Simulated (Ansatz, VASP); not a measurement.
# AlNi in two plane-wave programs, part 2 of 2

Aim: how closely do two programs agree when they are given the same cell, functional and k mesh? The cell is taken from a series of runs on this material, whose earlier steps may have relaxed, scaled, displaced or heated it; both programs get it as it stands.

VASP 6.6.1 and Ansatz 0.2.0.

So far: Set-up; Ansatz: zone-centre phonons, LDA.

## Step 3: VASP: zone-centre phonons, LDA

Level of this step: LDA, no spin polarisation; plane waves and PAW (Al, Ni) (VASP).

The same cell, functional (in two slightly different forms), mesh and smearing now go to VASP, with its own data sets.

Lines of VASP's logs that name or quote its potential files are left out, and so is its time.

INCAR

```
SYSTEM = AlNi
PREC = Accurate
ENCUT = 600
EDIFF = 1E-08
NELM = 120
ISMEAR = 1
SIGMA = 0.2
LREAL = .FALSE.
ALGO = Normal
GGA = PW92
NBANDS = 12
LASPH = .TRUE.
LORBIT = 11
LWAVE = .FALSE.
LCHARG = .FALSE.
ISIF = 2
IBRION = 8
GGA_COMPAT = .FALSE.
KPAR = 2
```

POSCAR

```
AlNi
1.0
    2.7469591223      0.0000000000      0.0000000000
    0.0000000000      2.7469591223      0.0000000000
    0.0000000000      0.0000000000      2.9585284789
Al Ni
1 1
Direct
    0.0000000000      0.0000000000      0.0000000000
    0.5000000000      0.5000000000      0.5000000000
```

KPOINTS

```
Automatic mesh
0
Gamma
16 16 16
0 0 0
```

Potentials, in the order of the species: Al and Ni (LDA family, release 64).

Started as:

```console
$ mpirun -np 2 vasp_std
```

Numbers of over 12 decimals in the logs are rounded to 6 here.

Output:

```text
[banner, memory and clock lines left out]
running    2 mpi-ranks, on    1 nodes
 distrk:  each k-point on    1 cores,    2 groups
 distr:  one band on    1 cores,    1 groups

 POSCAR found type information on POSCAR AlNi
 POSCAR found :  2 types and       2 ions
|                                                                             |
|               ----> ADVICE to this user running VASP <----                  |
|                                                                             |
|     You enforced a specific xc type in the INCAR file but a different       |
|     [... a line on the potential file left out ...]
|     I HOPE YOU KNOW WHAT YOU ARE DOING!                                     |
|                                                                             |

 LDA part: xc-table for (Slater(with rela. corr.)+PW92), standard interpolation
 POSCAR, INCAR and KPOINTS ok, starting setup
 FFT: planning ... GRIDC
 FFT: planning ... GRID_SOFT
 FFT: planning ... GRID
 WAVECAR not read
 entering main loop
       N       E                     dE             d eps       ncg     rms          rms(c)
DAV:   1     0.446559998063E+02    0.44656E+02   -0.62041E+03  9808   0.131E+03
DAV:   2    -0.117590116326E+02   -0.56415E+02   -0.52338E+02  9948   0.212E+02
DAV:   3    -0.136111061175E+02   -0.18521E+01   -0.18287E+01 11756   0.445E+01
DAV:   4    -0.136361814803E+02   -0.25075E-01   -0.25065E-01 10828   0.463E+00
DAV:   5    -0.136367907149E+02   -0.60923E-03   -0.60921E-03 11724   0.807E-01    0.123E+01
DAV:   6    -0.151690860367E+02   -0.15323E+01   -0.44942E+01 10856   0.111E+02    0.145E+01
DAV:   7    -0.121937090497E+02    0.29754E+01   -0.13599E+01 10920   0.664E+01    0.104E+00
DAV:   8    -0.121787188175E+02    0.14990E-01   -0.27196E-01 11756   0.602E+00    0.105E+00
DAV:   9    -0.121623442085E+02    0.16375E-01   -0.47288E-02 11800   0.329E+00    0.170E-01
DAV:  10    -0.121619908517E+02    0.35336E-03   -0.98769E-04 11764   0.458E-01    0.862E-02
DAV:  11    -0.121619916700E+02   -0.81826E-06   -0.33674E-05 12372   0.600E-02    0.234E-02
DAV:  12    -0.121619908874E+02    0.78252E-06   -0.37108E-06 12424   0.318E-02    0.514E-03
DAV:  13    -0.121619907053E+02    0.18211E-06   -0.70776E-07 14480   0.916E-03    0.143E-03
DAV:  14    -0.121619907090E+02   -0.37312E-08   -0.20142E-08  8048   0.149E-03
   1 F= -.12161991E+02 E0= -.12161524E+02  d E =-.139910E-02
 Linear response reoptimize wavefunctions to high precision
DAV:   1    -0.121619907084E+02    0.65620E-09   -0.97191E-09 10556   0.168E-03
DAV:   2    -0.121619907084E+02   -0.50022E-11   -0.12238E-10  5524   0.106E-04
 Linear response DOF=           4
 Linear response progress:
  Degree of freedom:   1/  4
       N       E                     dE             d eps       ncg     rms          rms(c)
RMM:   1    -0.543211465614E-02   -0.54321E-02    0.45311E-04 38451   0.617E-01
RMM:   2    -0.513875239608E-02    0.29336E-03   -0.11120E-04 26004   0.219E-01    0.573E-02
RMM:   3    -0.512799474846E-02    0.10758E-04   -0.88010E-05 28588   0.771E-02    0.291E-02
RMM:   4    -0.519202781937E-02   -0.64033E-04   -0.38379E-05 28348   0.482E-02    0.551E-03
RMM:   5    -0.519636583869E-02   -0.43380E-05   -0.26607E-06 29214   0.111E-02    0.190E-03
RMM:   6    -0.519647493315E-02   -0.10909E-06   -0.88591E-08 29497   0.251E-03    0.606E-04
RMM:   7    -0.519654398737E-02   -0.69054E-07   -0.54262E-09 27538   0.100E-03    0.493E-04
RMM:   8    -0.519666781239E-02   -0.12383E-06   -0.27092E-09 30771   0.310E-04    0.237E-04
RMM:   9    -0.519672709264E-02   -0.59280E-07   -0.34519E-10 30369   0.111E-04    0.124E-05
RMM:  10    -0.519671673557E-02    0.10357E-07   -0.16985E-11 31583   0.352E-05    0.679E-06
RMM:  11    -0.519671436832E-02    0.23673E-08   -0.37045E-11 30475   0.114E-05    0.107E-06
 first order change of Fermi-energy   0.22234E-04
 force on displaced ion       1 direction 1 :  -6.715   0.000   0.000
 Linear response progress:
  Degree of freedom:   2/  4
       N       E                     dE             d eps       ncg     rms          rms(c)
RMM:   1    -0.684437588059E-02   -0.68444E-02    0.77235E-03 21098   0.764E-01
RMM:   2    -0.648465095657E-02    0.35972E-03    0.18712E-05 14172   0.300E-01    0.705E-02
RMM:   3    -0.645968386222E-02    0.24967E-04   -0.19607E-04 15810   0.114E-01    0.329E-02
RMM:   4    -0.653534360874E-02   -0.75660E-04   -0.62972E-05 15770   0.608E-02    0.687E-03
RMM:   5    -0.653996635109E-02   -0.46227E-05   -0.37229E-06 15979   0.139E-02    0.226E-03
RMM:   6    -0.654041227924E-02   -0.44593E-06   -0.15308E-07 16315   0.287E-03    0.734E-04
RMM:   7    -0.654034586525E-02    0.66414E-07   -0.14441E-08 15539   0.105E-03    0.636E-04
RMM:   8    -0.654026775256E-02    0.78113E-07    0.94044E-10 16581   0.386E-04    0.249E-04
RMM:   9    -0.654047193473E-02   -0.20418E-06   -0.26965E-10 16915   0.112E-04    0.155E-05
RMM:  10    -0.654045055534E-02    0.21379E-07    0.86824E-11 17205   0.361E-05    0.134E-05
RMM:  11    -0.654046186723E-02   -0.11312E-07   -0.11250E-11 16922   0.142E-05    0.844E-07
RMM:  12    -0.654045895539E-02    0.29118E-08   -0.13781E-11 15707   0.665E-06    0.448E-07
 first order change of Fermi-energy   0.24188E-04
 force on displaced ion       1 direction 3 :   0.000  -0.000  -7.159
 Linear response progress:
  Degree of freedom:   3/  4
       N       E                     dE             d eps       ncg     rms          rms(c)
RMM:   1    -0.186592041569E+00   -0.18659E+00   -0.96994E-02 25688   0.270E+00
RMM:   2    -0.185455873850E+00    0.11362E-02   -0.18142E-03 25998   0.513E-01    0.132E-01
RMM:   3    -0.185409845381E+00    0.46028E-04   -0.13568E-04 27850   0.102E-01    0.782E-02
RMM:   4    -0.185771617798E+00   -0.36177E-03   -0.19920E-04 29851   0.111E-01    0.574E-03
RMM:   5    -0.185755042322E+00    0.16575E-04   -0.37289E-06 30560   0.206E-02    0.369E-03
RMM:   6    -0.185750057558E+00    0.49848E-05   -0.21205E-07 27863   0.578E-03    0.262E-03
RMM:   7    -0.185742483947E+00    0.75736E-05   -0.69290E-08 27493   0.353E-03    0.448E-04
RMM:   8    -0.185738230129E+00    0.42538E-05   -0.13404E-08 31690   0.998E-04    0.681E-05
RMM:   9    -0.185737862247E+00    0.36788E-06   -0.13044E-09 32007   0.232E-04    0.227E-05
RMM:  10    -0.185737826078E+00    0.36169E-07   -0.70044E-10 32276   0.772E-05    0.125E-05
RMM:  11    -0.185737707469E+00    0.11861E-06   -0.70149E-10 32243   0.330E-05    0.200E-06
RMM:  12    -0.185737733558E+00   -0.26089E-07   -0.42998E-10 31773   0.200E-05    0.895E-07
RMM:  13    -0.185737734031E+00   -0.47318E-09   -0.40707E-10 26948   0.156E-05    0.448E-07
 first order change of Fermi-energy   0.97966E-03
 force on displaced ion       2 direction 1 :  -6.723   0.000   0.000
 Linear response progress:
  Degree of freedom:   4/  4
       N       E                     dE             d eps       ncg     rms          rms(c)
RMM:   1    -0.190334972082E+00   -0.19033E+00   -0.10372E-01 14315   0.270E+00
RMM:   2    -0.188319601587E+00    0.20154E-02   -0.18228E-03 14278   0.550E-01    0.140E-01
RMM:   3    -0.188363003663E+00   -0.43402E-04   -0.17152E-04 15411   0.111E-01    0.818E-02
RMM:   4    -0.188823790679E+00   -0.46079E-03   -0.16846E-04 16599   0.994E-02    0.678E-03
RMM:   5    -0.188814108952E+00    0.96817E-05   -0.47295E-06 16646   0.236E-02    0.527E-03
RMM:   6    -0.188811747335E+00    0.23616E-05   -0.62867E-07 14749   0.108E-02    0.236E-03
RMM:   7    -0.188804558851E+00    0.71885E-05   -0.27671E-07 17195   0.415E-03    0.630E-04
RMM:   8    -0.188800866722E+00    0.36921E-05   -0.11608E-08 17043   0.113E-03    0.163E-04
RMM:   9    -0.188800334083E+00    0.53264E-06   -0.22430E-09 17522   0.319E-04    0.479E-05
RMM:  10    -0.188799901671E+00    0.43241E-06    0.61781E-12 17473   0.947E-05    0.197E-05
RMM:  11    -0.188799871045E+00    0.30626E-07   -0.31648E-10 16180   0.549E-05    0.223E-06
RMM:  12    -0.188799883187E+00   -0.12142E-07   -0.22389E-10 18134   0.249E-05    0.125E-06
RMM:  13    -0.188799883553E+00   -0.36609E-09   -0.20470E-10 17175   0.149E-05    0.427E-07
 first order change of Fermi-energy   0.23350E-02
 force on displaced ion       2 direction 3 :   0.000   0.000  -7.150
 Linear response finished
```

OUTCAR, selected parts (step 3):

```text
ion  position               nearest neighbor table
   1  0.000  0.000  0.000-   2 2.44   2 2.44   2 2.44   2 2.44   2 2.44   2 2.44   2 2.44   2 2.44

  LATTYP: Found a simple tetragonal cell.
 ALAT       =     2.7469591223
 C/A-ratio  =     1.0770194776

 Subroutine GETGRP returns: Found 16 space group operations
 (whereof 16 operations were pure point group operations)

The static configuration has the point symmetry D_4h.

 Found    405 irreducible k-points:

   k-points           NKPTS =    405   k-points in BZ     NKDIM =    405   number of bands    NBANDS=     12

   dimension x,y,z NGX =    24 NGY =   24 NGZ =   24
   dimension x,y,z NGXF=    48 NGYF=   48 NGZF=   48

   ENCUT  =  600.0 eV  44.10 Ry    6.64 a.u.   5.49  5.49  5.91*2*pi/ulx,y,z

   NELECT =      13.0000    total number of electrons

 k-points in reciprocal lattice and weights: Automatic mesh
   0.00000000  0.00000000  0.00000000       0.000
   0.06250000  0.00000000  0.00000000       0.001
   0.12500000  0.00000000  0.00000000       0.001
   0.18750000  0.00000000  0.00000000       0.001
   0.25000000  0.00000000  0.00000000       0.001
   0.31250000  0.00000000  0.00000000       0.001
   0.37500000  0.00000000  0.00000000       0.001
   0.43750000  0.00000000  0.00000000       0.001
   0.50000000  0.00000000  0.00000000       0.000
[...]
0.50000000  0.43750000  0.50000000       0.001
   0.50000000  0.50000000  0.50000000       0.000

 average (electrostatic) potential at core
       1 -67.3797       2 -80.7570

  Total        0.7974770      0.7974770      0.0146496      0.0000000      0.0000000      0.0000000
  in kB       57.2332740     57.2332740      1.0513696      0.0000000      0.0000000      0.0000000
  external PRESSURE =      38.5059725 kB  Pullay stress =       0.0000000 kB

  energy-cutoff  :      600.00
  volume of cell :       22.32
      direct lattice vectors                 reciprocal lattice vectors
     2.746959122  0.000000000  0.000000000     0.364038908  0.000000000  0.000000000
     0.000000000  2.746959122  0.000000000     0.000000000  0.364038908  0.000000000
     0.000000000  0.000000000  2.958528479     0.000000000  0.000000000  0.338005873

 POSITION                                       TOTAL-FORCE (eV/Angst)
 -----------------------------------------------------------------------------------
      0.00000      0.00000      0.00000         0.000000      0.000000      0.000000
      1.37348      1.37348      1.47926         0.000000      0.000000      0.000000
 -----------------------------------------------------------------------------------
    total drift:                                0.000000      0.000000     -0.000000

 Eigenvectors and eigenvalues of the dynamical matrix
 ----------------------------------------------------

   1 f  =    9.727619 THz    61.120435 2PiTHz  324.478457 cm-1    40.230183 meV
             X         Y         Z           dx          dy          dz
      0.000000  0.000000  0.000000     0.000000   -0.000000    0.827845
      1.373480  1.373480  1.479264    -0.000000    0.000000   -0.560957

   2 f  =    9.424620 THz    59.216636 2PiTHz  314.371496 cm-1    38.977080 meV
             X         Y         Z           dx          dy          dz
      0.000000  0.000000  0.000000     0.000000    0.827531    0.000000
      1.373480  1.373480  1.479264     0.000000   -0.561420    0.000000

   3 f  =    9.424620 THz    59.216636 2PiTHz  314.371496 cm-1    38.977080 meV
             X         Y         Z           dx          dy          dz
      0.000000  0.000000  0.000000    -0.827531    0.000000    0.000000
      1.373480  1.373480  1.479264     0.561420   -0.000000    0.000000

   4 f/i=    0.002591 THz     0.016281 2PiTHz    0.086434 cm-1     0.010716 meV
             X         Y         Z           dx          dy          dz
      0.000000  0.000000  0.000000    -0.000000    0.561420    0.000000
      1.373480  1.373480  1.479264    -0.000000    0.827531    0.000000

   5 f/i=    0.002591 THz     0.016281 2PiTHz    0.086434 cm-1     0.010716 meV
             X         Y         Z           dx          dy          dz
      0.000000  0.000000  0.000000     0.561420   -0.000000    0.000000
      1.373480  1.373480  1.479264     0.827531    0.000000    0.000000

   6 f/i=    0.002771 THz     0.017408 2PiTHz    0.092417 cm-1     0.011458 meV
             X         Y         Z           dx          dy          dz
      0.000000  0.000000  0.000000    -0.000000    0.000000   -0.560957
      1.373480  1.373480  1.479264     0.000000    0.000000   -0.827845

 ELASTIC MODULI CONTR FROM IONIC RELAXATION (kBar)
 Direction    XX          YY          ZZ          XY          YZ          ZX
 --------------------------------------------------------------------------------
 XX           0.0000      0.0000      0.0000      0.0000      0.0000      0.0000
 YY           0.0000      0.0000      0.0000      0.0000      0.0000      0.0000
 ZZ           0.0000      0.0000      0.0000      0.0000      0.0000      0.0000
 XY           0.0000      0.0000      0.0000      0.0000      0.0000      0.0000
 YZ           0.0000      0.0000      0.0000      0.0000      0.0000      0.0000
 ZX           0.0000      0.0000      0.0000      0.0000      0.0000      0.0000
 --------------------------------------------------------------------------------
```

This run has no spin polarisation, so a moment on Ni, if there is one, isn't seen. Its electron count is odd, so without a moment it is a metal by construction.

## Step 4: Differences

Known differences besides the potentials themselves: the data sets hold 21 valence electrons in Ansatz (on its PAW soft_1 files) and 13 in VASP; the cutoff is 420 eV in Ansatz and 600 eV in VASP; VASP's log shows a relativistic correction to its local exchange, Ansatz's none. Total energies have different zeros and are not compared.

Both answers:

```tsv
quantity	Ansatz	VASP	difference
optical mode 1 to 2 (cm⁻¹)	312.3	314.4	-0.65 %
optical mode 3 (cm⁻¹)	322.2	324.5	-0.69 %
```

Modes are paired by rising frequency, not by their patterns, so a pair may set unlike modes beside each other; they are those without the splitting of longitudinal modes.

## Step 5: Summary of results

* r.m.s. difference of the optical zone-centre modes, each program's sorted by frequency (zone-centre phonons, LDA): 2.1 cm⁻¹
* difference in optical mode 3 (zone-centre phonons, LDA): -0.7 %

What this shows: The r.m.s. difference of the optical zone-centre modes, each program's sorted by frequency is 2.1 cm⁻¹ (zone-centre phonons, LDA). The data sets hold unlike numbers of valence electrons (21 in Ansatz and 13 in VASP), so part of the differences comes from the potentials. Among the rows given in per cent, the largest difference of the zone-centre phonons, LDA pair is in optical mode 3, -0.7 %. Such differences can come from data sets, numerical settings and the points named under the comparisons, not from the functional's error against experiment.

[Lines on the potential files, build, host, timing and source positions are cut from VASP's logs without a mark.]

[Logs are printed without paths, hosts, clocks, repeated set-up lines and the standing remarks that a program may print on its own settings, such as how far it seeks lower states.]

[Hosts, paths, dates, database ids (printed as entryN), source tags and the programs' standing remarks are cut or masked in the printed files.]
